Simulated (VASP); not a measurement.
OSZICAR of a VASP run on La (dhcp):

OSZICAR:
```
       N       E                     dE             d eps       ncg     rms          rms(c)
DAV:   1     0.570437065860E+03    0.57044E+03   -0.15032E+04  1456   0.230E+03
DAV:   2     0.117986221525E+03   -0.45245E+03   -0.44697E+03  2264   0.445E+02
DAV:   3    -0.263134206963E+01   -0.12062E+03   -0.11980E+03  2648   0.269E+02
DAV:   4    -0.172433963826E+02   -0.14612E+02   -0.14373E+02  2688   0.964E+01
DAV:   5    -0.192569300052E+02   -0.20135E+01   -0.19462E+01  2824   0.337E+01    0.481E+00
DAV:   6    -0.194883202736E+02   -0.23139E+00   -0.25901E+00  2840   0.113E+01    0.245E+00
DAV:   7    -0.195247248247E+02   -0.36405E-01   -0.41502E-01  2760   0.451E+00    0.639E-01
DAV:   8    -0.195366802051E+02   -0.11955E-01   -0.68255E-02  2848   0.164E+00    0.250E-01
DAV:   9    -0.195391390671E+02   -0.24589E-02   -0.97732E-03  2904   0.512E-01    0.199E-01
DAV:  10    -0.195408577025E+02   -0.17186E-02   -0.63466E-03  2200   0.595E-01    0.369E-02
DAV:  11    -0.195408601945E+02   -0.24920E-05   -0.64474E-04  2664   0.240E-01    0.270E-02
DAV:  12    -0.195408706976E+02   -0.10503E-04   -0.84489E-05  2768   0.588E-02    0.177E-02
DAV:  13    -0.195408736906E+02   -0.29929E-05   -0.14826E-05  2688   0.314E-02    0.680E-03
DAV:  14    -0.195408730505E+02    0.64003E-06   -0.24307E-06  2312   0.125E-02    0.134E-03
DAV:  15    -0.195408729023E+02    0.14819E-06   -0.20777E-07  1560   0.795E-03    0.152E-03
DAV:  16    -0.195408729225E+02   -0.20161E-07   -0.18228E-08  1472   0.668E-03
   1 F= -.20695979E+02 E0= -.20695504E+02  d E =-.206960E+02
```

Which electronic solver shows in the log?

It is blocked Davidson (ALGO = Normal, or the opening steps of other solvers). The INCAR had ALGO = Normal.

Can the final energy be trusted as converged?

The run converged. It stopped with EDIFF = 1E-7, NELM = 100, NSW = 30 and EDIFFG = -0.01 after 1 ionic step (PBE GGA with D4 dispersion, plane waves, VASP's PBE PAW potentials (set 64)).

The compound is La in the dhcp structure. This cell is one point of a volume scan, at 1.06 of the reference volume.
